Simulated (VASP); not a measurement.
Crystal: Lu3AlN4.

```
Lu Al N
1.0
    -3.17936    3.17936    3.17936
     3.17936   -3.17936    3.17936
     3.17936    3.17936   -3.17936
Lu Al N
3 1 4
Cartesian
  3.1794 0.0000 0.0000
  0.0000 3.1794 0.0000
  0.0000 0.0000 3.1794
  0.0000 0.0000 0.0000
  1.5897 1.5897 1.5897
  1.5897 1.5897 -1.5897
  1.5897 -1.5897 1.5897
  -1.5897 1.5897 1.5897
```

The cell was built by a generator and needn't be a form met in nature.

```yaml
Program: VASP 6.6.1
Task: relaxation of cell and atoms
Functional: PBE
Potentials_or_basis: VASP PAW PBE potentials, release 64 (Lu, Al, N)
Cutoff: 520 eV
k_mesh: 3 × 3 × 3
Occupations: gaussian, width 0.15 eV
Spin: no spin polarisation
```

At the start: pressure -31.2 GPa; volume 16.07 Å³/atom.

Task: How do energy, volume and symmetry change on relaxing?

Result: Over 9 steps the energy falls by 406.0 meV/atom and the volume is 12.06 Å³/atom (-25.0 %); space group Im-3m (No. 229, to 0.05 Å).

Step by step:
```tsv
step	energy change (eV)	largest force (eV/Å)	pressure (GPa)	volume (Å³)
1	0.0000	0.0000	-31.24	128.55
2	5585.3792	0.0000	777.80	78.62
3	384.1774	0.0000	-720.61	124.99
4	983.4986	0.0000	712.38	95.67
5	14.4091	0.0000	-3014.54	109.68
6	-3.2306	0.0000	-3.16	97.97
7	-3.2401	0.0000	-3.89	97.41
8	-3.2479	0.0000	-1.84	96.54
9	-3.2481	0.0000	0.07	96.46
```

Final structure:
```
CELL_PARAMETERS angstrom
-2.88908 2.88908 2.88908
2.88908 -2.88908 2.88908
2.88908 2.88908 -2.88908
ATOMIC_POSITIONS crystal
Lu 0.00000 0.50000 0.50000
Lu 0.50000 0.00000 0.50000
Lu 0.50000 0.50000 0.00000
Al 0.00000 0.00000 0.00000
N 0.50000 0.50000 0.50000
N 0.00000 0.00000 0.50000
N 0.00000 0.50000 0.00000
N 0.50000 0.00000 0.00000
```

Caveat: the k mesh is coarse (spacing up to 0.47 Å⁻¹), so the values aren't converged; the volume moved by over 15 % at a fixed basis, so the end points are rough.
